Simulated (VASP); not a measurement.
# Na2YAl2 (P1) in VASP: density of states with PBEsol

Aim: the density of states of Na2YAl2 with PBEsol.

All numbers are computed with VASP 6.6.1; they aren't measurements. Logs are shortened: lines on timing, memory, paths and dates and some standing lists are left out, and cuts for length are marked.

### Step 1. The crystal as given

The typed cell holds 5 atoms: a = 4.543 Å, b = 4.442 Å, c = 6.921 Å, α = 91.88°, β = 88.54°, γ = 119.26°.

The cell was built by a generator and needn't be a form met in nature.

### Step 2. Density of states, PBEsol

Input file POSCAR:

```
Na2YAl2
1.0
    4.5426705200      0.0588997100      0.0574564300
   -2.2203258000      3.8462976900     -0.0726801300
    0.0901359900     -0.0796166600      6.9202753700
Na Al Y
2 2 1
Direct
    0.3321910000      0.6790640000      0.2570270000
    0.6490610000      0.3346520000      0.7314700000
    0.3452300000      0.6612410000      0.6472970000
    0.6636500000      0.3256450000      0.3528390000
    0.9953220000      0.0008130000      0.0060590000
```

Input file INCAR.step1:

```
SYSTEM = Na2YAl2
PREC = Accurate ; ENCUT = 520
EDIFF = 1E-6 ; ISMEAR = -1
SIGMA = 0.1 ; LREAL = .False.
LASPH = .True. ; NELM = 60
ALGO = Fast ; ISIF = 2
LWAVE = .False. ; LCHARG = .True.
LMAXMIX = 4 ; GGA = PS
NBANDS = 24
```

Input file KPOINTS.step1:

```
Automatic mesh
0
Gamma
  5 5 3
  0.5 0 0.5
```

Input file INCAR.step2:

```
SYSTEM = Na2YAl2
PREC = Accurate ; ENCUT = 520
EDIFF = 1E-6 ; ISMEAR = -5
SIGMA = 0.1 ; LREAL = .False.
LASPH = .True. ; NELM = 60
ALGO = Fast ; ISIF = 2
LWAVE = .False. ; LCHARG = .False.
LMAXMIX = 4 ; GGA = PS
LORBIT = 11 ; NEDOS = 1001
ICHARG = 11
```

Input file KPOINTS.step2:

```
regular mesh
0
Gamma
  8 8 5
  0 0 0
```

Potentials or basis: VASP PAW PBE potentials, release 64 (Na_pv, Al, Y_sv).

Started as:

```sh
cat potpaw_PBE.64/Na_pv/POTCAR potpaw_PBE.64/Al/POTCAR potpaw_PBE.64/Y_sv/POTCAR > POTCAR
cp INCAR.step1 INCAR
cp KPOINTS.step1 KPOINTS
mpirun -np 1 vasp_std > vasp.out
cp INCAR.step2 INCAR
cp KPOINTS.step2 KPOINTS
mpirun -np 1 vasp_std > vasp.out
```

OUTCAR:

```text
SYSTEM = Na2YAl2
   PREC = Accurate
   ENCUT = 520
   EDIFF = 1E-6
   ISMEAR = -5
   LREAL = .False.
   LASPH = .True.
   NELM = 60
   ISIF = 2
   GGA = PS
   LORBIT = 11
   ICHARG = 11

 ion  position               nearest neighbor table
   1  0.332  0.679  0.257-   4 2.58   3 2.71   4 2.73   4 2.76   5 3.12   5 3.13   5 3.14
   2  0.649  0.335  0.731-   3 2.53   4 2.62   3 2.66   3 2.82   5 3.17   5 3.20   5 3.30
   3  0.345  0.661  0.647-   2 2.53   2 2.66   1 2.71   2 2.82   4 3.20   4 3.32   5 3.59   5 3.60
                             5 3.61
   4  0.664  0.326  0.353-   1 2.58   2 2.62   1 2.73   1 2.76   3 3.20   3 3.32   5 3.44   5 3.59
                             5 3.60
   5  0.995  0.001  0.006-   1 3.12   1 3.13   1 3.14   2 3.17   2 3.20   2 3.30   4 3.44   3 3.59
                             4 3.59   4 3.60   3 3.60   3 3.61

  LATTYP: Found a triclinic cell.
 ALAT       =     4.4417490901
 B/A-ratio  =     1.0229249732
 C/A-ratio  =     1.5582420677
 COS(alpha) =     0.0065806131
 COS(beta)  =     0.0328313687
 COS(gamma) =     0.4888305144

  Lattice vectors:

 A1 = (  -2.2203258000,   3.8462976900,  -0.0726801300)
 A2 = (   2.3223447200,   3.9051974000,  -0.0152237000)
 A3 = (  -0.0901359900,   0.0796166600,  -6.9202753700)

Analysis of symmetry for initial positions (statically):
=====================================================================
 Subroutine PRICEL returns:
 Original cell was already a primitive cell.

 Routine SETGRP: Setting up the symmetry group for a
 triclinic supercell.

 Subroutine GETGRP returns: Found  1 space group operations
 (whereof  1 operations were pure point group operations)
 out of a pool of  2 trial point group operations.

The static configuration has the point symmetry C_1 .

Analysis of symmetry for dynamics (positions and initial velocities):
=====================================================================
 Subroutine PRICEL returns:
 Original cell was already a primitive cell.

 Routine SETGRP: Setting up the symmetry group for a
 triclinic supercell.

 Subroutine GETGRP returns: Found  1 space group operations
 (whereof  1 operations were pure point group operations)
 out of a pool of  2 trial point group operations.

The dynamic configuration has the point symmetry C_1 .

[... 117 lines left out ...]
   NELECT =      31.0000    total number of electrons
   NUPDOWN=      -1.0000    fix difference up-down
   EMIN   =  10.00;   EMAX   =-10.00  energy-range for DOS
   EFERMI =   0.00;   METHOD = LEGACY
   ISMEAR =    -5;   SIGMA  =   0.10  broadening in eV -4-tet -1-fermi 0-gaus
   EFERMI_NEDOS =   21; number of points for ismear=-14 and -15
   IALGO  =     68    algorithm
   IMIX   =      4    mixing-type and parameters
     AMIX     =   0.40;   BMIX     =  1.00
     AMIX_MAG =   1.60;   BMIX_MAG =  1.00
  volume/ion in A,a.u.               =      24.36       164.37
  Fermi-wavevector in a.u.,A,eV,Ry     =   1.037529  1.960645 14.646201  1.076465
  Thomas-Fermi vector in A             =   2.171970
   LORBIT       =     11    0 simple, 1 ext, 2 COOP (PROOUT), +10 PAW based schemes
   GGA     = PS    functional components
   LHFCALC =     F    Hartree Fock is set to
   AEXX    =    0.0000 exact exchange contribution
   IVDW    =     0    specifies the selected vdW correction
   LEPSILON=     F    determine dielectric tensor
   LRPA    =     F    only Hartree local field effects (RPA)
 non-spin polarized calculation
 RMM-DIIS sequential band-by-band and
 Fermi weights with tetrahedron method with Bloechl corrections
  energy-cutoff  :      520.00
  volume of cell :      121.78
 maximum number of plane-waves:      3303
 NGX is ok and might be reduce to    36

 number of electron      31.0000006 magnetization

 Free energy of the ion-electron system (eV)
  ---------------------------------------------------
  ext. energy  EPLUGINS =         0.00000000
  ---------------------------------------------------
  free energy    TOTEN  =       -13.74560995 eV

  energy without entropy =      -13.74560995  energy(sigma->0) =      -13.74560995

 E-fermi :   3.2035     XC(G=0):  -8.8677

 val. band max:        3.3480527991   @ k =   0.2500   0.0000  -0.0000
 cond. band min:       3.1457900938   @ k =   0.2500   0.5000   0.0000
 fundamental gap:     -0.2022627053
 Fermi energy:         3.2034682561

 k-point     1 :       0.0000    0.0000    0.0000
  band No.  band energies     occupation
      1     -40.3457      2.00000
      2     -20.7858      2.00000
      3     -20.7777      2.00000
      4     -20.7647      2.00000
      5     -20.7519      2.00000
      6     -20.7438      2.00000
[... 505 lines left out ...]
      6     -20.7519      2.00000
[... 11 lines left out ...]
     18       3.8421      0.00000
     19       5.1873      0.00000

 [... further k-points ...]

------------------------ aborting loop because EDIFF is reached ----------------------------------------

  FORCE on cell =-STRESS in cart. coord.  units (eV):
  Direction    XX          YY          ZZ          XY          YZ          ZX
  --------------------------------------------------------------------------------------
  -------------------------------------------------------------------------------------
  Total        3.6702300      5.2899174      1.5626324     -0.0717839      0.0502214      1.2216543
  in kB       48.2856187     69.5942581     20.5580225     -0.9443910      0.6607141     16.0721087
  external PRESSURE =      46.1459664 kB  Pullay stress =       0.0000000 kB

 VOLUME and BASIS-vectors are now :
 -----------------------------------------------------------------------------
  energy-cutoff  :      520.00
  volume of cell :      121.78
      direct lattice vectors                 reciprocal lattice vectors
     4.542670520  0.058899710  0.057456430     0.218517277  0.126115600 -0.001395229
    -2.220325800  3.846297690 -0.072680130    -0.003384522  0.258093458  0.003013407
     0.090135990 -0.079616660  6.920275370    -0.001849812  0.001663534  0.144546153

 POSITION                                       TOTAL-FORCE (eV/Angst)
 -----------------------------------------------------------------------------------
      0.02446      2.61098      1.74843         0.003879     -0.421018     -0.486398
      2.27137      1.26716      5.07494         0.751712     -0.113534      0.980162
      0.15844      2.51213      4.45125        -0.574196     -0.016709      0.054588
      2.32351      1.26352      2.45621        -0.081687      0.497202     -0.384681
      4.52016      0.06127      0.09906        -0.099709      0.054059     -0.163672
 -----------------------------------------------------------------------------------
    total drift:                               -0.001245     -0.000233      0.001249

  FREE ENERGIE OF THE ION-ELECTRON SYSTEM (eV)
  ---------------------------------------------------
  free  energy   TOTEN  =       -13.7456099502 eV

  energy  without entropy=      -13.7456099502  energy(sigma->0) =      -13.74560995

 total charge

# of ion       s       p       d       f       tot
--------------------------------------------------
    1        0.167   6.032   0.000   0.000   6.199
    2        0.165   6.035   0.000   0.000   6.201
    3        0.500   0.288   0.000   0.000   0.788
    4        0.497   0.295   0.000   0.000   0.792
    5        2.239   6.170   0.841   0.006   9.255
--------------------------------------------------
tot          3.568  18.820   0.841   0.006  23.234
```

It took 8.7 min on 1 thread of Intel Xeon 6975P-C (Granite Rapids), shared host; peak memory 0.55 GiB.

Results:

```yaml
Valence_electrons_inside_the_program's_atomic_spheres: Na 6.20; Al 0.79; Y 9.26
```

Levels at points of the mesh, in eV from the Fermi level:
```
           k point  band 14  band 15  band 16  band 17  band 18  band 19
(0.00, 0.00, 0.00)     0.14     0.29     1.05     1.21     1.32     2.37
(0.50, 0.00, 0.00)    -0.89    -0.73    -0.21     0.23     0.60     0.68
(0.00, 0.50, 0.00)    -0.77    -0.71    -0.19     0.04     0.44     0.51
(0.50, 0.50, 0.00)    -0.96    -0.83     0.04     0.08     0.46     0.51
```

States per cell in windows of 0.5 eV (zero at the Fermi level; states under -8 eV left out):
| from (eV) | total | Y5_d | Al3_s | Al4_s | Y5_p | Al4_p | Al3_p |
| --- | --- | --- | --- | --- | --- | --- | --- |
| -8.0 | 0.00 | 0.00 | 0.00 | 0.00 | 0.00 | 0.00 | 0.00 |
| -7.5 | 0.00 | 0.00 | 0.00 | 0.00 | 0.00 | 0.00 | 0.00 |
| -7.0 | 0.17 | 0.00 | 0.02 | 0.02 | 0.00 | 0.00 | 0.00 |
| -6.5 | 0.39 | 0.00 | 0.04 | 0.04 | 0.00 | 0.00 | 0.00 |
| -6.0 | 0.48 | 0.00 | 0.05 | 0.05 | 0.00 | 0.00 | 0.00 |
| -5.5 | 0.69 | 0.01 | 0.08 | 0.08 | 0.01 | 0.00 | 0.00 |
| -5.0 | 0.44 | 0.00 | 0.04 | 0.05 | 0.01 | 0.00 | 0.00 |
| -4.5 | 1.26 | 0.02 | 0.14 | 0.13 | 0.03 | 0.01 | 0.01 |
| -4.0 | 0.56 | 0.01 | 0.06 | 0.06 | 0.01 | 0.00 | 0.00 |
| -3.5 | 0.00 | 0.00 | 0.00 | 0.00 | 0.00 | 0.00 | 0.00 |
| -3.0 | 0.04 | 0.00 | 0.00 | 0.00 | 0.00 | 0.00 | 0.00 |
| -2.5 | 1.39 | 0.06 | 0.02 | 0.02 | 0.04 | 0.05 | 0.05 |
| -2.0 | 1.07 | 0.08 | 0.01 | 0.01 | 0.04 | 0.04 | 0.04 |
| -1.5 | 1.28 | 0.12 | 0.01 | 0.01 | 0.04 | 0.06 | 0.05 |
| -1.0 | 1.10 | 0.12 | 0.01 | 0.01 | 0.04 | 0.05 | 0.05 |
| -0.5 | 2.10 | 0.40 | 0.01 | 0.01 | 0.09 | 0.07 | 0.07 |
| 0.0 | 2.48 | 0.70 | 0.02 | 0.01 | 0.09 | 0.07 | 0.07 |
| 0.5 | 2.17 | 0.77 | 0.02 | 0.01 | 0.07 | 0.05 | 0.06 |
| 1.0 | 1.59 | 0.60 | 0.02 | 0.02 | 0.05 | 0.04 | 0.04 |
| 1.5 | 0.82 | 0.29 | 0.01 | 0.01 | 0.03 | 0.02 | 0.02 |
| 2.0 | 0.00 | 0.00 | 0.00 | 0.00 | 0.00 | 0.00 | 0.00 |
| 2.5 | 0.00 | 0.00 | 0.00 | 0.00 | 0.00 | 0.00 | 0.00 |
| 3.0 | 0.00 | 0.00 | 0.00 | 0.00 | 0.00 | 0.00 | 0.00 |
| 3.5 | 0.00 | 0.00 | 0.00 | 0.00 | 0.00 | 0.00 | 0.00 |

Caveat: the PAW data sets were made with another functional, which shifts forces and pressure a little; tetrahedron occupations give inexact forces and stress in metals.
